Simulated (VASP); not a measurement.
The input files of a VASP run:

**POSCAR**
```
Na
1
   -2.1300000000     2.1300000000     2.1300000000
    2.1300000000    -2.1300000000     2.1300000000
    2.1300000000     2.1300000000    -2.1300000000
Na
1
Direct
  0.0000000000   0.0000000000   0.0000000000
```

**INCAR**
```
SYSTEM = Na
PREC = Accurate
ENCUT = 400
EDIFF = 1E-6
NELM = 100
ALGO = Normal
LREAL = .FALSE.
LASPH = .TRUE.
ISMEAR = 1
SIGMA = 0.1
GGA = PE
LWAVE = .FALSE.
LCHARG = .FALSE.
ISIF = 2
ISPIN = 2
MAGMOM = 1.0 1.0
```

File KPOINTS:
```
Automatic mesh
0
Gamma
9 9 9
0 0 0
```

POTCAR, in this order: Na_pv (PBE.64 set). Program: vasp_std.

One choice in this input is risky. Which, and does it do harm here?

The risk: MAGMOM holds more values than there are atoms. Here it does no harm: the run (PBE GGA, plane waves, VASP's PBE PAW potentials (set 64)) converges to the same energy and pressure as with the safe setting.
**OSZICAR**
```
       N       E                     dE             d eps       ncg     rms          rms(c)
DAV:   1     0.140868217160E+02    0.14087E+02   -0.37630E+03  1144   0.652E+02
DAV:   2    -0.729872719408E+00   -0.14817E+02   -0.14817E+02  1192   0.104E+02
DAV:   3    -0.948606303980E+00   -0.21873E+00   -0.21873E+00  1576   0.183E+01
DAV:   4    -0.950001273878E+00   -0.13950E-02   -0.13950E-02  1528   0.112E+00
DAV:   5    -0.950011642344E+00   -0.10368E-04   -0.10368E-04  1560   0.732E-02    0.734E+00
DAV:   6    -0.124447555831E+01   -0.29446E+00   -0.31186E-01  1184   0.926E+00    0.291E+00
DAV:   7    -0.131328266098E+01   -0.68807E-01   -0.85813E-02  1152   0.372E+00    0.167E-01
DAV:   8    -0.131381248899E+01   -0.52983E-03   -0.15652E-03  1320   0.262E-01    0.964E-02
DAV:   9    -0.131382603102E+01   -0.13542E-04   -0.43595E-04  1144   0.240E-01    0.426E-02
DAV:  10    -0.131393404406E+01   -0.10801E-03   -0.14718E-04  1184   0.149E-01    0.465E-03
DAV:  11    -0.131393958018E+01   -0.55361E-05   -0.89620E-06  1240   0.313E-02    0.253E-03
DAV:  12    -0.131394028086E+01   -0.70068E-06   -0.24063E-06  1328   0.104E-02
   1 F= -.13139403E+01 E0= -.13138716E+01  d E =-.206017E-03  mag=    -0.0003
```

The compound is Na in the bcc structure. The cell was not relaxed at this level.
